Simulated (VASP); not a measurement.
Computed with PBE GGA, VASP's PBE PAW potentials (set 64) (plane waves; VASP).

The input files of a VASP run:

### INCAR
```
SYSTEM = Pb27Se26
PREC = Normal; ENCUT = 400; LREAL = Auto
LASPH = .TRUE.; ISYM = 0
EDIFF = 1E-5; NELM = 100; NELMIN = 4
ALGO = Fast; LMAXMIX = 4
ISMEAR = 0; SIGMA = 0.05
GGA = PE
IBRION = 2; NSW = 60; ISIF = 2
EDIFFG = -0.03
LWAVE = .FALSE.; LCHARG = .FALSE.
```

**POSCAR**
```
Pb27Se26
1.0
  0.0000000000   9.3058461119   9.3058461119
  9.3058461119   0.0000000000   9.3058461119
  9.3058461119   9.3058461119   0.0000000000
Pb Se
27 26
Cartesian
  0.0000000000   0.0000000000   0.0000000000
  3.1019456020   3.1019456020   0.0000000000
  6.2039005099   6.2039005099   0.0000000000
  3.1019456020   0.0000000000   3.1019456020
  6.2038912040   3.1019456020   3.1019456020
  9.3058461119   6.2039005099   3.1019456020
  6.2039005099   0.0000000000   6.2039005099
  9.3058461119   3.1019456020   6.2039005099
 12.4078010198   6.2039005099   6.2039005099
  0.0000000000   3.1019456020   3.1019456020
  3.1019456020   6.2038912040   3.1019456020
  6.2039005099   9.3058461119   3.1019456020
  3.1019456020   3.1019456020   6.2038912040
  6.2038912040   6.2038912040   6.2038912040
  9.3270169118   9.2768770130   6.2241035018
  6.2039005099   3.1019456020   9.3058461119
  9.3229874804   6.2408540248   9.3038732725
 12.3878306740   9.2824698265   9.3152264048
  0.0000000000   6.2039005099   6.2039005099
  3.1019456020   9.3058461119   6.2039005099
  6.2039005099  12.4078010198   6.2039005099
  3.1019456020   6.2039005099   9.3058461119
  6.1895881186   9.3004301095   9.3151054288
  9.3141841500  12.4196380560   9.3235830546
  6.2039005099   6.2039005099  12.4078010198
  9.2886954375   9.3491276022  12.4169207490
 12.4078010198  12.4078010198  12.4078010198
  3.1019549079   3.1019549079   3.1019549079
  6.2039005099   6.2039005099   3.1019549079
  9.3058461119   9.3058461119   3.1019549079
  6.2039005099   3.1019549079   6.2039005099
  9.3058461119   6.2039005099   6.2039005099
 12.4077917139   9.3058461119   6.2039005099
  9.3058461119   3.1019549079   9.3058461119
 12.4077917139   6.2039005099   9.3058461119
 15.5097373159   9.3058461119   9.3058461119
  3.1019549079   6.2039005099   6.2039005099
  6.2039005099   9.3058461119   6.2039005099
  9.3058461119  12.4077917139   6.2039005099
  6.2039005099   6.2039005099   9.3058461119
 12.4077917139  12.4077917139   9.3058461119
  9.3058461119   6.2039005099  12.4077917139
 12.4077917139   9.3058461119  12.4077917139
 15.5097373159  12.4077917139  12.4077917139
  3.1019549079   9.3058461119   9.3058461119
  6.2039005099  12.4077917139   9.3058461119
  9.3058461119  15.5097373159   9.3058461119
  6.2039005099   9.3058461119  12.4077917139
  9.3058461119  12.4077917139  12.4077917139
 12.4077917139  15.5097373159  12.4077917139
  9.3058461119   9.3058461119  15.5097373159
 12.4077917139  12.4077917139  15.5097373159
 15.5097373159  15.5097373159  15.5097373159
```

### KPOINTS
```
Automatic mesh
0
Gamma
1 1 1
0 0 0
```

POTCAR, in this order: Pb Se (PBE.64 set). Program: vasp_gam.

Output

### OSZICAR
```
...
       N       E                     dE             d eps       ncg     rms          rms(c)
DAV:   1    -0.218552029056E+03    0.18319E-04   -0.62702E-03   336   0.145E-01    0.385E-02
RMM:   2    -0.218552066992E+03   -0.37937E-04   -0.41934E-04   320   0.391E-02    0.109E-02
RMM:   3    -0.218552072093E+03   -0.51009E-05   -0.55701E-05   263   0.145E-02    0.118E-02
RMM:   4    -0.218552071674E+03    0.41888E-06   -0.77221E-06   177   0.511E-03
  46 F= -.21855207E+03 E0= -.21855207E+03  d E =-.112422E-03
       N       E                     dE             d eps       ncg     rms          rms(c)
DAV:   1    -0.218552103523E+03   -0.31430E-04   -0.24566E-02   336   0.286E-01    0.828E-02
RMM:   2    -0.218552250108E+03   -0.14658E-03   -0.16793E-03   320   0.780E-02    0.223E-02
RMM:   3    -0.218552278394E+03   -0.28286E-04   -0.28566E-04   364   0.298E-02    0.231E-02
RMM:   4    -0.218552277672E+03    0.72199E-06   -0.30695E-05   215   0.106E-02
  47 F= -.21855228E+03 E0= -.21855228E+03  d E =-.205998E-03
       N       E                     dE             d eps       ncg     rms          rms(c)
DAV:   1    -0.218552285359E+03   -0.69647E-05   -0.97679E-04   352   0.577E-02    0.149E-02
RMM:   2    -0.218552291476E+03   -0.61173E-05   -0.65555E-05   296   0.155E-02    0.506E-03
RMM:   3    -0.218552291900E+03   -0.42400E-06   -0.63665E-06   179   0.543E-03    0.467E-03
RMM:   4    -0.218552291717E+03    0.18249E-06   -0.11360E-06   125   0.214E-03
  48 F= -.21855229E+03 E0= -.21855229E+03  d E =-.220043E-03
       N       E                     dE             d eps       ncg     rms          rms(c)
DAV:   1    -0.218552446080E+03   -0.15418E-03   -0.19216E-02   336   0.253E-01    0.752E-02
RMM:   2    -0.218552560579E+03   -0.11450E-03   -0.13262E-03   321   0.690E-02    0.205E-02
RMM:   3    -0.218552583605E+03   -0.23026E-04   -0.23457E-04   361   0.264E-02    0.215E-02
RMM:   4    -0.218552583038E+03    0.56750E-06   -0.23695E-05   200   0.932E-03
  49 F= -.21855258E+03 E0= -.21855258E+03  d E =-.291320E-03
       N       E                     dE             d eps       ncg     rms          rms(c)
DAV:   1    -0.218552589265E+03   -0.56593E-05   -0.58893E-04   376   0.436E-02    0.153E-02
RMM:   2    -0.218552591867E+03   -0.26025E-05   -0.41945E-05   246   0.120E-02    0.421E-03
RMM:   3    -0.218552592587E+03   -0.72015E-06   -0.81485E-06   181   0.497E-03    0.299E-03
RMM:   4    -0.218552592828E+03   -0.24030E-06   -0.24478E-06   127   0.226E-03
  50 F= -.21855259E+03 E0= -.21855259E+03  d E =-.301110E-03
       N       E                     dE             d eps       ncg     rms          rms(c)
DAV:   1    -0.218552686226E+03   -0.93638E-04   -0.14901E-02   336   0.222E-01    0.668E-02
RMM:   2    -0.218552774737E+03   -0.88512E-04   -0.10342E-03   321   0.608E-02    0.185E-02
RMM:   3    -0.218552793851E+03   -0.19114E-04   -0.19305E-04   359   0.233E-02    0.205E-02
RMM:   4    -0.218552793682E+03    0.16961E-06   -0.18818E-05   193   0.819E-03
  51 F= -.21855279E+03 E0= -.21855279E+03  d E =-.200854E-03
       N       E                     dE             d eps       ncg     rms          rms(c)
DAV:   1    -0.218552798328E+03   -0.44765E-05   -0.34302E-04   368   0.344E-02    0.917E-03
RMM:   2    -0.218552800659E+03   -0.23315E-05   -0.25087E-05   198   0.956E-03    0.375E-03
RMM:   3    -0.218552800703E+03   -0.43698E-07   -0.19434E-06   171   0.315E-03    0.318E-03
RMM:   4    -0.218552800542E+03    0.16058E-06   -0.56006E-08    44   0.143E-03
  52 F= -.21855280E+03 E0= -.21855280E+03  d E =-.207715E-03
       N       E                     dE             d eps       ncg     rms          rms(c)
DAV:   1    -0.218552905617E+03   -0.10491E-03   -0.76564E-03   336   0.160E-01    0.482E-02
RMM:   2    -0.218552950306E+03   -0.44689E-04   -0.51050E-04   320   0.432E-02    0.122E-02
RMM:   3    -0.218552958450E+03   -0.81436E-05   -0.82171E-05   296   0.165E-02    0.132E-02
RMM:   4    -0.218552958615E+03   -0.16557E-06   -0.10600E-05   189   0.582E-03
  53 F= -.21855296E+03 E0= -.21855296E+03  d E =-.158073E-03
       N       E                     dE             d eps       ncg     rms          rms(c)
DAV:   1    -0.218552962792E+03   -0.43419E-05   -0.57497E-04   368   0.432E-02    0.142E-02
RMM:   2    -0.218552966213E+03   -0.34212E-05   -0.40754E-05   241   0.119E-02    0.375E-03
RMM:   3    -0.218552966951E+03   -0.73852E-06   -0.67679E-06   179   0.474E-03    0.320E-03
RMM:   4    -0.218552967137E+03   -0.18589E-06   -0.17318E-06   107   0.207E-03
  54 F= -.21855297E+03 E0= -.21855297E+03  d E =-.166595E-03
       N       E                     dE             d eps       ncg     rms          rms(c)
DAV:   1    -0.218553078519E+03   -0.11157E-03   -0.23881E-03   336   0.886E-02    0.267E-02
RMM:   2    -0.218553092668E+03   -0.14150E-04   -0.16228E-04   319   0.242E-02    0.681E-03
RMM:   3    -0.218553095241E+03   -0.25728E-05   -0.25853E-05   201   0.939E-03    0.729E-03
RMM:   4    -0.218553095452E+03   -0.21091E-06   -0.49680E-06   170   0.359E-03
  55 F= -.21855310E+03 E0= -.21855310E+03  d E =-.128315E-03
       N       E                     dE             d eps       ncg     rms          rms(c)
DAV:   1    -0.218553127115E+03   -0.31874E-04   -0.35880E-03   336   0.109E-01    0.330E-02
RMM:   2    -0.218553148257E+03   -0.21142E-04   -0.24470E-04   320   0.297E-02    0.835E-03
RMM:   3    -0.218553152571E+03   -0.43136E-05   -0.43137E-05   233   0.116E-02    0.916E-03
RMM:   4    -0.218553152793E+03   -0.22269E-06   -0.63898E-06   187   0.421E-03
  56 F= -.21855315E+03 E0= -.21855315E+03  d E =-.185656E-03
       N       E                     dE             d eps       ncg     rms          rms(c)
DAV:   1    -0.218553271451E+03   -0.11888E-03   -0.13802E-03   352   0.669E-02    0.213E-02
RMM:   2    -0.218553279664E+03   -0.82127E-05   -0.96298E-05   316   0.184E-02    0.558E-03
RMM:   3    -0.218553281226E+03   -0.15615E-05   -0.15594E-05   186   0.725E-03    0.519E-03
RMM:   4    -0.218553281418E+03   -0.19270E-06   -0.34496E-06   147   0.287E-03
  57 F= -.21855328E+03 E0= -.21855328E+03  d E =-.128625E-03
       N       E                     dE             d eps       ncg     rms          rms(c)
DAV:   1    -0.218553345467E+03   -0.64241E-04   -0.87299E-03   336   0.169E-01    0.521E-02
RMM:   2    -0.218553396966E+03   -0.51499E-04   -0.59448E-04   320   0.461E-02    0.134E-02
RMM:   3    -0.218553407883E+03   -0.10917E-04   -0.11016E-04   313   0.179E-02    0.153E-02
RMM:   4    -0.218553407976E+03   -0.92658E-07   -0.11799E-05   190   0.621E-03
  58 F= -.21855341E+03 E0= -.21855341E+03  d E =-.255182E-03
       N       E                     dE             d eps       ncg     rms          rms(c)
DAV:   1    -0.218553508465E+03   -0.10058E-03   -0.28711E-03   344   0.967E-02    0.305E-02
RMM:   2    -0.218553524621E+03   -0.16156E-04   -0.19396E-04   321   0.262E-02    0.768E-03
RMM:   3    -0.218553528044E+03   -0.34227E-05   -0.33775E-05   220   0.104E-02    0.743E-03
RMM:   4    -0.218553528375E+03   -0.33060E-06   -0.57744E-06   181   0.394E-03
  59 F= -.21855353E+03 E0= -.21855353E+03  d E =-.120399E-03
       N       E                     dE             d eps       ncg     rms          rms(c)
DAV:   1    -0.218553568623E+03   -0.40579E-04   -0.14432E-02   336   0.217E-01    0.657E-02
RMM:   2    -0.218553653576E+03   -0.84953E-04   -0.97669E-04   321   0.590E-02    0.165E-02
RMM:   3    -0.218553671173E+03   -0.17598E-04   -0.17643E-04   346   0.230E-02    0.190E-02
RMM:   4    -0.218553670940E+03    0.23357E-06   -0.17191E-05   191   0.808E-03
  60 F= -.21855367E+03 E0= -.21855367E+03  d E =-.262964E-03
```

**OUTCAR**
```
------------------------ aborting loop because EDIFF is reached ----------------------------------------
  FORCE on cell =-STRESS in cart. coord.  units (eV):
  Direction    XX          YY          ZZ          XY          YZ          ZX
  --------------------------------------------------------------------------------------
  Total       -6.4189174     -6.1769514     -7.3920133     -0.3954045      0.3218091     -0.3212314
  in kB       -6.3807947     -6.1402658     -7.3481113     -0.3930561      0.3198978     -0.3193236
  external PRESSURE =      -6.6230573 kB  Pullay stress =       0.0000000 kB
  volume of cell :     1611.75
      direct lattice vectors                 reciprocal lattice vectors
     0.000000000  9.305846112  9.305846112    -0.053729666  0.053729666  0.053729666
     9.305846112  0.000000000  9.305846112     0.053729666 -0.053729666  0.053729666
     9.305846112  9.305846112  0.000000000     0.053729666  0.053729666 -0.053729666
  FREE ENERGIE OF THE ION-ELECTRON SYSTEM (eV)
  ---------------------------------------------------
  free  energy   TOTEN  =      -218.5536709398 eV

  energy  without entropy=     -218.5536709398  energy(sigma->0) =     -218.55367094
```
(Selected blocks of OUTCAR.)

### CONTCAR
```
Pb27Se26
   1.00000000000000
     0.0000000000000000    9.3058461118999993    9.3058461118999993
     9.3058461118999993    0.0000000000000000    9.3058461118999993
     9.3058461118999993    9.3058461118999993    0.0000000000000000
  Pb              Se
    27    26
Direct
     0.9991015265875922    0.0009844457334229    0.9992254530064971
     0.9987818297212536    0.9993983119603479    0.3328012420313967
     0.9983998505525141    0.0002056568308592    0.6686023694530552
     0.9987635364438493    0.3337149784459372    0.9985756264355998
     0.9956862090577937    0.3350678064106006    0.3345162474106746
     0.9984278614321470    0.3340183691316180    0.6686609757970047
     0.9990841918273035    0.6692886942023408    0.9985591051984882
     0.9990565985602839    0.6694854130360159    0.3329730724703828
     0.9865309270810501    0.6728914532746023    0.6702972585019796
     0.3281416654853783    0.9999695795802727    0.9999791268242032
     0.3280462292400501    0.0026135699067903    0.3346735837055366
     0.3283100810976684    0.0000059183208873    0.6716524122889543
     0.3280873677388417    0.3360220051782752    0.0007452160545989
     0.3281594335135100    0.3359845954978409    0.3351773475797608
     0.3362262431226879    0.3643593867307187    0.6495204992517090
     0.3280806050281089    0.6717745445717613    0.0001218131824922
     0.3364208523334281    0.6503908225739802    0.3642071075192740
     0.3364697946690959    0.6503866876027937    0.6489303378646158
     0.6565506935779973    0.0030492686701668    0.0015465281873588
     0.6568456427124885    0.0028128771906561    0.3387152335593255
     0.6606860436616548    0.0057880689536120    0.6668535138907672
     0.6562350387898278    0.3433784394171380    0.0001878267270806
     0.6718308433905977    0.3282062246834223    0.3281251723802407
     0.6713565176210692    0.3286315827524248    0.6714867293561808
     0.6605110590462091    0.6685451268089555    0.0044503021442520
     0.6717513532528399    0.6719704774354240    0.3280426397379886
     0.6605667725228450    0.6684048594118476    0.6662984742366564
     0.1720272210417532    0.1632838740599179    0.1652048381098857
     0.1719781793739585    0.1633799115205358    0.4998329666291632
     0.1664008968871354    0.1545939256225317    0.8396235547710986
     0.1721717409294851    0.4976632670258352    0.1653005778588527
     0.1705520976535125    0.4994012689493433    0.5001572032484821
     0.1707850611171589    0.4991970394156653    0.8301980766086277
     0.1647602220593122    0.8392713761039079    0.1553698909817519
     0.1702807973353958    0.8296804670636456    0.5002837316454545
     0.1655009908998495    0.8387890850015508    0.8404110961827126
     0.5048844282870101    0.1650004898227852    0.1653561256324158
     0.5031306045737507    0.1682402964102785    0.4994597034012588
     0.5028170229457332    0.1683282916046704    0.8296704605878317
     0.5025986389851358    0.4987458087392915    0.1700752680982048
     0.5025123230278304    0.4987814086410499    0.8290846352522232
     0.5029381041820709    0.8282319112613472    0.1699916468001643
     0.5030193997699030    0.8280887812251441    0.4991932056507420
     0.5062228180902196    0.8302271416127636    0.8319261790828273
     0.8345712728562379    0.1713783891333238    0.1728738018289330
     0.8394313629133845    0.1632077811177344    0.4988288402169689
     0.8337824664095121    0.1723921246635668    0.8209767517602837
     0.8396334215493182    0.4971180889310517    0.1648185217495279
     0.8395402120813419    0.4972538060668686    0.4985758808531440
     0.8375342622729794    0.4970663676804358    0.8329461205899453
     0.8361452823483244    0.8204935106663312    0.1718691760475260
     0.8370722503679564    0.8320168732703681    0.4977998271510975
     0.8371251539736431    0.8321435500773482    0.8334097044648014
```

File stdout:
```
...
RMM:   4    -0.218553095452E+03   -0.21091E-06   -0.49680E-06   170   0.359E-03
  55 F= -.21855310E+03 E0= -.21855310E+03  d E =-.128315E-03
 trial-energy change:   -0.000128  1 .order   -0.000123   -0.000159   -0.000088
 bond charge predicted
       N       E                     dE             d eps       ncg     rms          rms(c)
DAV:   1    -0.218553127115E+03   -0.31874E-04   -0.35880E-03   336   0.109E-01    0.330E-02
RMM:   2    -0.218553148257E+03   -0.21142E-04   -0.24470E-04   320   0.297E-02    0.835E-03
RMM:   3    -0.218553152571E+03   -0.43136E-05   -0.43137E-05   233   0.116E-02    0.916E-03
RMM:   4    -0.218553152793E+03   -0.22269E-06   -0.63898E-06   187   0.421E-03
  56 F= -.21855315E+03 E0= -.21855315E+03  d E =-.185656E-03
 bond charge predicted
       N       E                     dE             d eps       ncg     rms          rms(c)
DAV:   1    -0.218553271451E+03   -0.11888E-03   -0.13802E-03   352   0.669E-02    0.213E-02
RMM:   2    -0.218553279664E+03   -0.82127E-05   -0.96298E-05   316   0.184E-02    0.558E-03
RMM:   3    -0.218553281226E+03   -0.15615E-05   -0.15594E-05   186   0.725E-03    0.519E-03
RMM:   4    -0.218553281418E+03   -0.19270E-06   -0.34496E-06   147   0.287E-03
  57 F= -.21855328E+03 E0= -.21855328E+03  d E =-.128625E-03
 trial-energy change:   -0.000129  1 .order   -0.000127   -0.000148   -0.000105
 bond charge predicted
       N       E                     dE             d eps       ncg     rms          rms(c)
DAV:   1    -0.218553345467E+03   -0.64241E-04   -0.87299E-03   336   0.169E-01    0.521E-02
RMM:   2    -0.218553396966E+03   -0.51499E-04   -0.59448E-04   320   0.461E-02    0.134E-02
RMM:   3    -0.218553407883E+03   -0.10917E-04   -0.11016E-04   313   0.179E-02    0.153E-02
RMM:   4    -0.218553407976E+03   -0.92658E-07   -0.11799E-05   190   0.621E-03
  58 F= -.21855341E+03 E0= -.21855341E+03  d E =-.255182E-03
 bond charge predicted
       N       E                     dE             d eps       ncg     rms          rms(c)
DAV:   1    -0.218553508465E+03   -0.10058E-03   -0.28711E-03   344   0.967E-02    0.305E-02
RMM:   2    -0.218553524621E+03   -0.16156E-04   -0.19396E-04   321   0.262E-02    0.768E-03
RMM:   3    -0.218553528044E+03   -0.34227E-05   -0.33775E-05   220   0.104E-02    0.743E-03
RMM:   4    -0.218553528375E+03   -0.33060E-06   -0.57744E-06   181   0.394E-03
  59 F= -.21855353E+03 E0= -.21855353E+03  d E =-.120399E-03
 trial-energy change:   -0.000120  1 .order   -0.000114   -0.000135   -0.000093
 bond charge predicted
       N       E                     dE             d eps       ncg     rms          rms(c)
DAV:   1    -0.218553568623E+03   -0.40579E-04   -0.14432E-02   336   0.217E-01    0.657E-02
RMM:   2    -0.218553653576E+03   -0.84953E-04   -0.97669E-04   321   0.590E-02    0.165E-02
RMM:   3    -0.218553671173E+03   -0.17598E-04   -0.17643E-04   346   0.230E-02    0.190E-02
RMM:   4    -0.218553670940E+03    0.23357E-06   -0.17191E-05   191   0.808E-03
  60 F= -.21855367E+03 E0= -.21855367E+03  d E =-.262964E-03
```

Convergence was not reached.

The run did not end as a converged relaxation. The supercell is sampled at Γ alone, which is coarse: total energies, pressure and levels can be off, energies of defects by several tenths of an eV.

The cell is a supercell with a defect, built from a database entry that may be metastable or hypothetical: vac_Se. The run is not spin-polarised, so no state with unpaired spins was tried.
